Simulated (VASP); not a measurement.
All values below come from PBE GGA, VASP's PBE PAW potentials (set 64) (plane waves; VASP 6.6.1).

A VASP calculation is set up with these files.

**POSCAR**
```
Cd31CuTe32
1.0
 13.2498873621   0.0000000000   0.0000000000
  0.0000000000  13.2498873621   0.0000000000
  0.0000000000   0.0000000000  13.2498873621
Cd Te Cu
31 32 1
direct
  0.5000000000   0.0000000000   0.0000000000
  0.7500000000   0.2500000000   0.0000000000
  0.7500000000   0.0000000000   0.2500000000
  0.0000000000   0.0000000000   0.0000000000
  0.2500000000   0.2500000000   0.0000000000
  0.5000000000   0.5000000000   0.0000000000
  0.7500000000   0.7500000000   0.0000000000
  0.2500000000   0.0000000000   0.2500000000
  0.5000000000   0.2500000000   0.2500000000
  0.7500000000   0.5000000000   0.2500000000
  0.5000000000   0.0000000000   0.5000000000
  0.7500000000   0.2500000000   0.5000000000
  0.7500000000   0.0000000000   0.7500000000
  0.0000000000   0.5000000000   0.0000000000
  0.2500000000   0.7500000000   0.0000000000
  0.0000000000   0.2500000000   0.2500000000
  0.2500000000   0.5000000000   0.2500000000
  0.5000000000   0.7500000000   0.2500000000
  0.0000000000   0.0000000000   0.5000000000
  0.2500000000   0.2500000000   0.5000000000
  0.7500000000   0.7500000000   0.5000000000
  0.2500000000   0.0000000000   0.7500000000
  0.5000000000   0.2500000000   0.7500000000
  0.7500000000   0.5000000000   0.7500000000
  0.0000000000   0.7500000000   0.2500000000
  0.0000000000   0.5000000000   0.5000000000
  0.2500000000   0.7500000000   0.5000000000
  0.0000000000   0.2500000000   0.7500000000
  0.2500000000   0.5000000000   0.7500000000
  0.5000000000   0.7500000000   0.7500000000
  0.0000000000   0.7500000000   0.7500000000
  0.6250000000   0.1250000000   0.1250000000
  0.8750000000   0.3750000000   0.1250000000
  0.8750000000   0.1250000000   0.3750000000
  0.1250000000   0.1250000000   0.1250000000
  0.3750000000   0.3750000000   0.1250000000
  0.6250000000   0.6250000000   0.1250000000
  0.8750000000   0.8750000000   0.1250000000
  0.3750000000   0.1250000000   0.3750000000
  0.6253600000   0.3786060000   0.3780660000
  0.8750000000   0.6250000000   0.3750000000
  0.6250000000   0.1250000000   0.6250000000
  0.8750000000   0.3750000000   0.6250000000
  0.8750000000   0.1250000000   0.8750000000
  0.1250000000   0.6250000000   0.1250000000
  0.3750000000   0.8750000000   0.1250000000
  0.1250000000   0.3750000000   0.3750000000
  0.3758160000   0.6264730000   0.3753110000
  0.6250000000   0.8750000000   0.3750000000
  0.1250000000   0.1250000000   0.6250000000
  0.3759370000   0.3786140000   0.6262780000
  0.6231640000   0.6218400000   0.6263410000
  0.8750000000   0.8750000000   0.6250000000
  0.3750000000   0.1250000000   0.8750000000
  0.6250000000   0.3750000000   0.8750000000
  0.8750000000   0.6250000000   0.8750000000
  0.1250000000   0.8750000000   0.3750000000
  0.1250000000   0.6250000000   0.6250000000
  0.3750000000   0.8750000000   0.6250000000
  0.1250000000   0.3750000000   0.8750000000
  0.3750000000   0.6250000000   0.8750000000
  0.6250000000   0.8750000000   0.8750000000
  0.1250000000   0.8750000000   0.8750000000
  0.4995900000   0.4978740000   0.5029760000
```

KPOINTS:
```
K-points
0
G
  1 1 1
0 0 0
```

**INCAR**
```
SYSTEM = Cd31CuTe32
PREC = Normal
ENCUT = 400
EDIFF = 1E-5
NELM = 100
ALGO = Fast
LREAL = Auto
LASPH = .TRUE.
ISMEAR = 0
SIGMA = 0.05
GGA = PE
LMAXMIX = 4
LWAVE = .FALSE.
LCHARG = .FALSE.
NELMIN = 4
ISYM = 0
NELECT = 576.0
IBRION = 2
ISIF = 2
NSW = 60
EDIFFG = -0.03
```

POTCAR, in this order: Cd Te Cu (PBE.64 set). Program: vasp_gam.

What VASP printed:

File OSZICAR:
```
...
   3 F= -.15134879E+03 E0= -.15134879E+03  d E =-.258044E+00
       N       E                     dE             d eps       ncg     rms          rms(c)
DAV:   1    -0.150968033777E+03    0.38075E+00   -0.39598E+02   698   0.294E+01    0.451E+00
RMM:   2    -0.151281108215E+03   -0.31307E+00   -0.38831E+00   747   0.386E+00    0.118E+00
RMM:   3    -0.151341305065E+03   -0.60197E-01   -0.75634E-01   920   0.158E+00    0.127E+00
RMM:   4    -0.151343557982E+03   -0.22529E-02   -0.10083E-01   805   0.564E-01    0.106E+00
RMM:   5    -0.151340109905E+03    0.34481E-02   -0.34902E-02   864   0.299E-01    0.596E-01
RMM:   6    -0.151339392507E+03    0.71740E-03   -0.14575E-02   769   0.205E-01    0.166E-01
RMM:   7    -0.151339663784E+03   -0.27128E-03   -0.31248E-03   901   0.850E-02    0.187E-01
RMM:   8    -0.151339337658E+03    0.32613E-03   -0.17173E-03   725   0.583E-02    0.469E-02
RMM:   9    -0.151339364549E+03   -0.26891E-04   -0.20552E-04   662   0.281E-02    0.350E-02
RMM:  10    -0.151339371254E+03   -0.67053E-05   -0.47579E-05   486   0.168E-02
   4 F= -.15133937E+03 E0= -.15133937E+03  d E =-.248626E+00
       N       E                     dE             d eps       ncg     rms          rms(c)
DAV:   1    -0.151297935985E+03    0.41429E-01   -0.11521E+02   706   0.163E+01    0.192E+00
RMM:   2    -0.151385659253E+03   -0.87723E-01   -0.10800E+00   765   0.196E+00    0.510E-01
RMM:   3    -0.151400750521E+03   -0.15091E-01   -0.19396E-01   939   0.823E-01    0.583E-01
RMM:   4    -0.151401355118E+03   -0.60460E-03   -0.28975E-02   793   0.268E-01    0.480E-01
RMM:   5    -0.151400222181E+03    0.11329E-02   -0.12042E-02   785   0.154E-01    0.215E-01
RMM:   6    -0.151400132079E+03    0.90102E-04   -0.43360E-03   812   0.123E-01    0.102E-01
RMM:   7    -0.151400092059E+03    0.40020E-04   -0.63734E-04   748   0.422E-02    0.736E-02
RMM:   8    -0.151400030452E+03    0.61607E-04   -0.68985E-04   700   0.347E-02    0.286E-02
RMM:   9    -0.151400026060E+03    0.43914E-05   -0.63418E-05   518   0.208E-02
   5 F= -.15140003E+03 E0= -.15140003E+03  d E =-.309280E+00
       N       E                     dE             d eps       ncg     rms          rms(c)
DAV:   1    -0.151428503784E+03   -0.28473E-01   -0.28632E+01   708   0.845E+00    0.120E+00
RMM:   2    -0.151455256328E+03   -0.26753E-01   -0.32875E-01   745   0.106E+00    0.289E-01
RMM:   3    -0.151461213508E+03   -0.59572E-02   -0.73141E-02   937   0.493E-01    0.351E-01
RMM:   4    -0.151461507615E+03   -0.29411E-03   -0.10077E-02   776   0.155E-01    0.296E-01
RMM:   5    -0.151461128637E+03    0.37898E-03   -0.26517E-03   776   0.839E-02    0.129E-01
RMM:   6    -0.151461140696E+03   -0.12059E-04   -0.13127E-03   830   0.698E-02    0.611E-02
RMM:   7    -0.151461118550E+03    0.22146E-04   -0.17247E-04   605   0.261E-02    0.365E-02
RMM:   8    -0.151461106241E+03    0.12309E-04   -0.16010E-04   653   0.185E-02    0.165E-02
RMM:   9    -0.151461104430E+03    0.18109E-05   -0.16030E-05   419   0.138E-02
   6 F= -.15146110E+03 E0= -.15146110E+03  d E =-.610784E-01
       N       E                     dE             d eps       ncg     rms          rms(c)
DAV:   1    -0.151452392771E+03    0.87135E-02   -0.22586E+01   724   0.750E+00    0.107E+00
RMM:   2    -0.151473944087E+03   -0.21551E-01   -0.26147E-01   754   0.947E-01    0.243E-01
RMM:   3    -0.151478479546E+03   -0.45355E-02   -0.54204E-02   918   0.407E-01    0.295E-01
RMM:   4    -0.151478744210E+03   -0.26466E-03   -0.72230E-03   785   0.137E-01    0.247E-01
RMM:   5    -0.151478493009E+03    0.25120E-03   -0.22843E-03   780   0.744E-02    0.121E-01
RMM:   6    -0.151478483470E+03    0.95398E-05   -0.91348E-04   808   0.594E-02    0.432E-02
RMM:   7    -0.151478480187E+03    0.32824E-05   -0.14465E-04   601   0.214E-02    0.305E-02
RMM:   8    -0.151478469301E+03    0.10887E-04   -0.11679E-04   591   0.153E-02    0.149E-02
RMM:   9    -0.151478467841E+03    0.14597E-05   -0.12538E-05   416   0.123E-02
   7 F= -.15147847E+03 E0= -.15147847E+03  d E =-.784418E-01
       N       E                     dE             d eps       ncg     rms          rms(c)
DAV:   1    -0.151483742345E+03   -0.52730E-02   -0.15319E+01   706   0.613E+00    0.672E-01
RMM:   2    -0.151492680332E+03   -0.89380E-02   -0.10355E-01   767   0.648E-01    0.170E-01
RMM:   3    -0.151494317326E+03   -0.16370E-02   -0.18882E-02   920   0.268E-01    0.176E-01
RMM:   4    -0.151494316416E+03    0.90985E-06   -0.22771E-03   774   0.927E-02    0.150E-01
RMM:   5    -0.151494188231E+03    0.12818E-03   -0.67904E-04   733   0.527E-02    0.524E-02
RMM:   6    -0.151494223065E+03   -0.34834E-04   -0.39233E-04   717   0.378E-02    0.400E-02
RMM:   7    -0.151494207182E+03    0.15883E-04   -0.70417E-05   561   0.241E-02    0.115E-02
RMM:   8    -0.151494208409E+03   -0.12268E-05   -0.49293E-05   544   0.140E-02
   8 F= -.15149421E+03 E0= -.15149421E+03  d E =-.157406E-01
       N       E                     dE             d eps       ncg     rms          rms(c)
DAV:   1    -0.151486715875E+03    0.74913E-02   -0.20030E+01   708   0.702E+00    0.768E-01
RMM:   2    -0.151498382027E+03   -0.11666E-01   -0.13502E-01   772   0.750E-01    0.200E-01
RMM:   3    -0.151500581184E+03   -0.21992E-02   -0.25547E-02   928   0.327E-01    0.201E-01
RMM:   4    -0.151500627093E+03   -0.45908E-04   -0.37298E-03   769   0.108E-01    0.180E-01
RMM:   5    -0.151500447148E+03    0.17994E-03   -0.93188E-04   745   0.588E-02    0.654E-02
RMM:   6    -0.151500500576E+03   -0.53429E-04   -0.59240E-04   762   0.428E-02    0.515E-02
RMM:   7    -0.151500468522E+03    0.32055E-04   -0.10876E-04   661   0.284E-02    0.105E-02
RMM:   8    -0.151500472663E+03   -0.41415E-05   -0.62519E-05   585   0.158E-02
   9 F= -.15150047E+03 E0= -.15150047E+03  d E =-.220048E-01
       N       E                     dE             d eps       ncg     rms          rms(c)
DAV:   1    -0.151500496414E+03   -0.27892E-04   -0.81581E+00   708   0.448E+00    0.471E-01
RMM:   2    -0.151504833152E+03   -0.43367E-02   -0.51530E-02   803   0.461E-01    0.112E-01
RMM:   3    -0.151505757638E+03   -0.92449E-03   -0.10164E-02   934   0.199E-01    0.128E-01
RMM:   4    -0.151505702785E+03    0.54853E-04   -0.64662E-04   746   0.583E-02    0.958E-02
RMM:   5    -0.151505642301E+03    0.60485E-04   -0.38090E-04   715   0.423E-02    0.332E-02
RMM:   6    -0.151505658763E+03   -0.16463E-04   -0.22364E-04   717   0.341E-02    0.312E-02
RMM:   7    -0.151505648474E+03    0.10289E-04   -0.34908E-05   472   0.173E-02    0.107E-02
RMM:   8    -0.151505648673E+03   -0.19883E-06   -0.30049E-05   466   0.108E-02
  10 F= -.15150565E+03 E0= -.15150565E+03  d E =-.517601E-02
       N       E                     dE             d eps       ncg     rms          rms(c)
DAV:   1    -0.151505686150E+03   -0.37676E-04   -0.81703E-01   732   0.142E+00    0.149E-01
RMM:   2    -0.151506154548E+03   -0.46840E-03   -0.55387E-03   874   0.153E-01    0.347E-02
RMM:   3    -0.151506214838E+03   -0.60289E-04   -0.72770E-04   807   0.578E-02    0.363E-02
RMM:   4    -0.151506218185E+03   -0.33471E-05   -0.12685E-04   599   0.355E-02    0.304E-02
RMM:   5    -0.151506213302E+03    0.48824E-05   -0.48593E-05   462   0.164E-02
  11 F= -.15150621E+03 E0= -.15150621E+03  d E =-.574064E-02
       N       E                     dE             d eps       ncg     rms          rms(c)
DAV:   1    -0.151506405239E+03   -0.18705E-03   -0.14369E+00   716   0.192E+00    0.252E-01
RMM:   2    -0.151507498229E+03   -0.10930E-02   -0.12822E-02   832   0.219E-01    0.615E-02
RMM:   3    -0.151507687403E+03   -0.18917E-03   -0.21410E-03   891   0.900E-02    0.660E-02
RMM:   4    -0.151507684914E+03    0.24882E-05   -0.17572E-04   712   0.355E-02    0.474E-02
RMM:   5    -0.151507678896E+03    0.60185E-05   -0.79213E-05   598   0.214E-02
  12 F= -.15150768E+03 E0= -.15150768E+03  d E =-.146559E-02
```

File OUTCAR:
```
------------------------ aborting loop because EDIFF is reached ----------------------------------------
  FORCE on cell =-STRESS in cart. coord.  units (eV):
  Direction    XX          YY          ZZ          XY          YZ          ZX
  --------------------------------------------------------------------------------------
  Total        0.6060380      0.6404862      0.6082321     -0.0541486     -0.0005379     -0.0289023
  in kB        0.4174206      0.4411475      0.4189318     -0.0372959     -0.0003705     -0.0199070
  external PRESSURE =       0.4258333 kB  Pullay stress =       0.0000000 kB
  volume of cell :     2326.14
      direct lattice vectors                 reciprocal lattice vectors
    13.249887362  0.000000000  0.000000000     0.075472340  0.000000000  0.000000000
     0.000000000 13.249887362  0.000000000     0.000000000  0.075472340  0.000000000
     0.000000000  0.000000000 13.249887362     0.000000000  0.000000000  0.075472340
  FREE ENERGIE OF THE ION-ELECTRON SYSTEM (eV)
  ---------------------------------------------------
  free  energy   TOTEN  =      -151.5076788960 eV

  energy  without entropy=     -151.5076787935  energy(sigma->0) =     -151.50767884

 reached required accuracy - stopping structural energy minimisation
```
(Selected blocks of OUTCAR.)

### CONTCAR
```
Cd31CuTe32
   1.00000000000000
    13.2498873621000008    0.0000000000000000    0.0000000000000000
     0.0000000000000000   13.2498873621000008    0.0000000000000000
     0.0000000000000000    0.0000000000000000   13.2498873621000008
  Cd              Te              Cu
    31    32     1
Direct
     0.5001132368456258    0.0002011517262334    0.0001178238367701
     0.7494734619796412    0.2504020442942702    0.0000272714717677
     0.7494002279597810    0.9997890049302274    0.2506489239220707
     0.0000212847380001    0.9999961969055906    0.0000302159343211
     0.2506201529190402    0.2505261398592981    0.0003704001555378
     0.4999764689553772    0.4999468669087755    0.0001720437969464
     0.7493529459772896    0.7494873116687757    0.0002962176428736
     0.2506439469707570    0.0004330082990059    0.2506668374985234
     0.5036438104880470    0.2554426618923936    0.2553890667649147
     0.7450445302089378    0.4966544697349412    0.2551039754021296
     0.4999935695658308    0.9999733520990576    0.4998847117592408
     0.7451291594174559    0.2550393717866708    0.4966664471609267
     0.7494594028940740    0.0003304539053983    0.7493183838743794
     0.9999086681829551    0.4999885832813777    0.0001591556246082
     0.2505225845753657    0.7496186967865560    0.9999785804748474
     0.0003409393142589    0.2505262156101139    0.2505791080989523
     0.2551846826819565    0.5038150111649653    0.2551357395872077
     0.4962817941862914    0.7449395637044426    0.2551726441762764
     0.9998332657654233    0.0000570278620200    0.5001045313648438
     0.2550003009307930    0.2551324700357871    0.5033527351658932
     0.7447402948316938    0.7446617932692048    0.5036546799003436
     0.2505467657506364    0.9998858007018885    0.7494299785713697
     0.4967720633367289    0.2548456196873106    0.7452548117920603
     0.7453442299654692    0.5031930658020562    0.7453985691717518
     0.9998263250426473    0.7495711508122311    0.2505975351551663
     0.0000049992932565    0.4999531194274034    0.4998822597049022
     0.2550802225778127    0.7450853268093178    0.4962990270340631
     0.9999221103361450    0.2504504586175581    0.7494782347732015
     0.2545514638887445    0.4970014665903634    0.7454408724971343
     0.5032925983449063    0.7452277366514022    0.7453274226223620
     0.0001196089519825    0.7496460321815811    0.7493078118734239
     0.6243207868608797    0.1263565484712706    0.1265024900974760
     0.8738755620336041    0.3755652730412611    0.1263074860616157
     0.8739059590333871    0.1262371535338602    0.3756115249719903
     0.1250930269597670    0.1251117697145588    0.1250977927132080
     0.3752440997612189    0.3753070822666684    0.1262961212281400
     0.6246496175289308    0.6247994893483054    0.1262041388668243
     0.8748523414618599    0.8749156833420010    0.1251429818233755
     0.3754012056838778    0.1262960592103003    0.3753638355624881
     0.6152138119686161    0.3851410972956474    0.3852516610045824
     0.8739186227824536    0.6248190037517540    0.3753332114522560
     0.6247253376866202    0.1261461450925328    0.6246445818857529
     0.8740301964509811    0.3752650215607688    0.6248209084625524
     0.8748901847534671    0.1251461976611585    0.8749092805996356
     0.1261283961362444    0.6244646133778493    0.1262932989905340
     0.3756693040177904    0.8740626957774323    0.1262681870183163
     0.1261871674806914    0.3754201247023120    0.3751570890882259
     0.3850960462780183    0.6149642877813084    0.3853046454505808
     0.6247358413609408    0.8737571067142420    0.3753781039752356
     0.1261688446225396    0.1261172629236282    0.6242687328271239
     0.3843533746331677    0.3846750131630143    0.6160369629162301
     0.6152024448694325    0.6150796452420583    0.6158670308012184
     0.8736681057881982    0.8738627475678569    0.6242275162783135
     0.3756688349731770    0.1260868788922331    0.8740495703657108
     0.6248499713884373    0.3751951315487396    0.8741541650400844
     0.8739740414256633    0.6246037801099296    0.8739656488524621
     0.1261190717315115    0.8741490684058049    0.3756836804042084
     0.1259786160508184    0.6249475819684865    0.6246244112419831
     0.3752639401708380    0.8739302859475435    0.6247310766830918
     0.1260732142486182    0.3755615090564450    0.8741868401083343
     0.3752042622586333    0.6248919429110118    0.8742187777113677
     0.6243874017631025    0.8741398917695599    0.8739562704603528
     0.1251176732084492    0.8749148046566172    0.8748719597944086
     0.4997545777511421    0.4996549301876173    0.5009960004535037
```

### OUTCAR
```
 val. band max:        1.9958223667   @ k =   0.0000   0.0000   0.0000

 cond. band min:       2.3656849515   @ k =   0.0000   0.0000   0.0000


 Fermi energy:         2.1837772314

 k-point     1 :       0.0000    0.0000    0.0000
  band No.  band energies     occupation
      1      -9.0009      2.00000
      2      -8.7917      2.00000
      3      -8.7799      2.00000
      4      -8.7789      2.00000
      5      -8.7785      2.00000
      6      -8.7711      2.00000
      7      -8.7708      2.00000
      8      -8.6991      2.00000
      9      -8.6980      2.00000
     10      -8.6977      2.00000
     11      -8.6912      2.00000
     12      -8.6644      2.00000
     13      -8.6641      2.00000
     14      -8.6636      2.00000
     15      -8.6607      2.00000
     16      -8.6602      2.00000
     17      -8.6599      2.00000
     18      -8.6573      2.00000
     19      -8.6572      2.00000
     20      -8.6338      2.00000
     21      -8.6144      2.00000
     22      -8.6141      2.00000
     23      -8.6139      2.00000
     24      -8.5767      2.00000
     25      -8.5761      2.00000
     26      -8.5758      2.00000
     27      -8.5555      2.00000
     28      -8.5551      2.00000
     29      -8.5542      2.00000
     30      -8.4491      2.00000
     31      -8.4464      2.00000
     32      -8.4446      2.00000
     33      -6.3402      2.00000
     34      -6.3402      2.00000
     35      -6.3401      2.00000
     36      -6.3156      2.00000
     37      -6.3153      2.00000
     38      -6.3152      2.00000
     39      -6.3000      2.00000
     40      -6.2998      2.00000
     41      -6.2995      2.00000
     42      -6.2995      2.00000
     43      -6.2994      2.00000
     44      -6.2951      2.00000
     45      -6.2950      2.00000
     46      -6.2946      2.00000
     47      -6.2894      2.00000
     48      -6.2894      2.00000
     49      -6.2891      2.00000
     50      -6.2822      2.00000
     51      -6.2822      2.00000
...
```

The cell is charged, with a uniform compensating background. The supercell is sampled at Γ alone, which is coarse: total energies, pressure and levels can be off, energies of defects by several tenths of an eV. Unless said otherwise, spin-orbit coupling is left out, though it shifts the bands of the heavy elements here.

The cell is a supercell with a defect, built from CdTe (zinc blende): Cu_Cd, charge -1. The run is not spin-polarised, so no state with unpaired spins was tried.
